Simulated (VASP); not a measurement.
The input files of a VASP run:

File POSCAR:
```
Co
1
    1.2465869877    -2.1591522303     0.0000000000
    1.2465869877     2.1591522303    -0.0000000000
    0.0000000000     0.0000000000     4.0245268917
Co
2
Direct
  0.3333330000   0.6666670000   0.2500000000
  0.6666670000   0.3333330000   0.7500000000
```

### INCAR
```
! general
SYSTEM  = Co
PREC    = Accurate
ENCUT   = 500
LREAL   = .FALSE.   ! projection in real space or not
LASPH   = .TRUE.   ! aspherical one-centre terms

! electronic loop
EDIFF   = 1E-6
NELM    = 100   ! most electronic steps
ALGO    = Normal   ! blocked Davidson
LMAXMIX = 4   ! l cut-off of mixed one-centre charges

! smearing
ISMEAR  = 1   ! Methfessel-Paxton
SIGMA   = 0.1

! functional
GGA     = PE

! spin
ISPIN   = 2
MAGMOM  = 1.6 1.6

! ions
IBRION  = 2   ! conjugate gradients
NSW     = 40   ! most ionic steps
ISIF    = 3
EDIFFG  = -0.02

! output
LWAVE   = .FALSE.
LCHARG  = .FALSE.
LORBIT  = 10
```

**KPOINTS**
```
Automatic mesh
0
Gamma
17 17 9
0 0 0
```

POTCAR, in this order: Co (PBE.64 set). Program: vasp_std.

Question: Translate this PBE calculation to Quantum ESPRESSO's pw.x.

Answer: One equivalent input (not run):
```
&CONTROL
  calculation = 'vc-relax'
  pseudo_dir = './pseudo'
  outdir = './out'
  tprnfor = .true.
  tstress = .true.
  nstep = 40
  forc_conv_thr = 0.00078
/
&SYSTEM
  ibrav = 0
  nat = 2
  ntyp = 1
  ecutwfc = 96
  occupations = 'smearing'
  smearing = 'methfessel-paxton'
  degauss = 0.00735
  input_dft = 'pbe'
  nspin = 2
  starting_magnetization(1) = 0.16
/
&ELECTRONS
  conv_thr = 7.3e-08
  electron_maxstep = 100
/
&IONS
/
&CELL
/
ATOMIC_SPECIES
  Co 58.933 Co.upf
CELL_PARAMETERS angstrom
     1.2465870   -2.1591522    0.0000000
     1.2465870    2.1591522   -0.0000000
     0.0000000    0.0000000    4.0245269
ATOMIC_POSITIONS crystal
  Co   0.3333330  0.6666670  0.2500000
  Co   0.6666670  0.3333330  0.7500000
K_POINTS automatic
  17 17 9 0 0 0
```
Limits of the translation: the potentials are each code's own (VASP's PAW set, PseudoDojo norm-conserving files in pw.x), so ENCUT and ecutwfc are chosen apart and not converted; conv_thr bounds pw.x's estimated SCF error, while EDIFF bounds the energy change between steps; starting_magnetization is a fraction of the valence charge and MAGMOM a moment in μB, so they match only roughly; forc_conv_thr acts on force components and is met together with etot_conv_thr.

The compound is Co in the hcp structure. It was relaxed first.
